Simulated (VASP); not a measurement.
Output of a VASP run:

File OSZICAR:
```
       N       E                     dE             d eps       ncg     rms          rms(c)
DAV:   1     0.859158191012E+02    0.85916E+02   -0.81181E+03  4104   0.137E+03
DAV:   2    -0.157745013636E+02   -0.10169E+03   -0.97873E+02  4688   0.291E+02
DAV:   3    -0.189237422117E+02   -0.31492E+01   -0.30396E+01  5344   0.454E+01
DAV:   4    -0.189567264498E+02   -0.32984E-01   -0.32920E-01  4844   0.491E+00
DAV:   5    -0.189572696747E+02   -0.54322E-03   -0.54308E-03  5232   0.555E-01    0.746E+00
DAV:   6    -0.178006976671E+02    0.11566E+01   -0.29224E+00  5008   0.103E+01    0.404E+00
DAV:   7    -0.177446415080E+02    0.56056E-01   -0.40246E-01  5372   0.349E+00    0.176E+00
DAV:   8    -0.177437149558E+02    0.92655E-03   -0.38602E-02  4964   0.155E+00    0.256E-01
DAV:   9    -0.177430068376E+02    0.70812E-03   -0.36681E-03  5084   0.431E-01    0.525E-02
DAV:  10    -0.177430005832E+02    0.62544E-05   -0.29384E-04  5232   0.150E-01    0.152E-02
DAV:  11    -0.177429996188E+02    0.96436E-06   -0.89290E-06  4832   0.279E-02    0.121E-02
DAV:  12    -0.177429982933E+02    0.13255E-05   -0.11365E-05  5012   0.246E-02    0.157E-03
DAV:  13    -0.177429982931E+02    0.21714E-09   -0.45529E-07  4764   0.552E-03
   1 F= -.17742998E+02 E0= -.17743168E+02  d E =0.510013E-03
```

File OUTCAR:
```
------------------------ aborting loop because EDIFF is reached ----------------------------------------
  FORCE on cell =-STRESS in cart. coord.  units (eV):
  Direction    XX          YY          ZZ          XY          YZ          ZX
  --------------------------------------------------------------------------------------
  Total        0.3762723      0.0684020     -0.0469160      0.0000000      0.0000000      0.0000000
  in kB       12.5441020      2.2803752     -1.5640767      0.0000000      0.0000000      0.0000000
  external PRESSURE =       4.4201335 kB  Pullay stress =       0.0000000 kB
  volume of cell :       48.06
      direct lattice vectors                 reciprocal lattice vectors
    -1.895034896  1.895034896  3.345637529     0.000000000  0.263847384  0.149448347
     1.895034896 -1.895034896  3.345637529     0.263847384  0.000000000  0.149448347
     1.895034896  1.895034896 -3.345637529     0.263847384  0.263847384  0.000000000
 POSITION                                       TOTAL-FORCE (eV/Angst)
 -----------------------------------------------------------------------------------
      0.00000      0.15000      0.00000        -0.000000     -0.852030      0.000000
      0.00000      0.00000      2.56801         0.000000      0.426015      0.021336
      0.00000      0.00000      4.12327         0.000000      0.426015     -0.021336
 -----------------------------------------------------------------------------------
    total drift:                               -0.000000      0.000048     -0.000000
  FREE ENERGIE OF THE ION-ELECTRON SYSTEM (eV)
  ---------------------------------------------------
  free  energy   TOTEN  =       -17.7429982931 eV

  energy  without entropy=      -17.7435083059  energy(sigma->0) =      -17.74316830
```
(Selected blocks of OUTCAR.)

File POSCAR:
```
SmB2
1
   -1.8950348962     1.8950348962     3.3456375290
    1.8950348962    -1.8950348962     3.3456375290
    1.8950348962     1.8950348962    -3.3456375290
Sm B
1 2
Direct
  0.0395771076   0.0000000000   0.0395771076
  0.3837846377   0.3837846377   0.0000000000
  0.6162153623   0.6162153623   0.0000000000
```

### Question
Reconstruct the remaining input files.

### Answer
One answer among several that fit: the input of the run itself, PBEsol GGA, plane waves, VASP's PBE PAW potentials (set 64).

**KPOINTS**
```
kpoints
0
G
10 10 10
0 0 0
```

INCAR:
```
EDIFF = 1E-7   ! SCF stop (eV)
LREAL = .False.   ! projection in real space or not
ALGO = Normal   ! blocked Davidson
LWAVE = .False.
LASPH = .True.   ! aspherical one-centre terms
SYSTEM = SmB2
ISMEAR = 1   ! Methfessel-Paxton
PREC = Accurate
ENCUT = 600
SIGMA = 0.1   ! width (eV)
LMAXMIX = 6
GGA = PS   ! PBEsol
LCHARG = .False.
ISIF = 2   ! forces and stress, cell fixed
NELM = 100   ! most electronic steps
```

POTCAR, in this order: Sm_3 B (PBE.64 set). Program: vasp_std.

The 4f electrons are frozen in the core of the lanthanide potential, so 4f levels, which can set the real gap, and their magnetism are missing.

The structure was generated: SmB2 was put into the MoSi2 type (I4/mmm), which need not be its known phase. This cell was strained or had an atom moved on purpose. The electron count is odd and the run is not spin-polarised, which forces a metal.
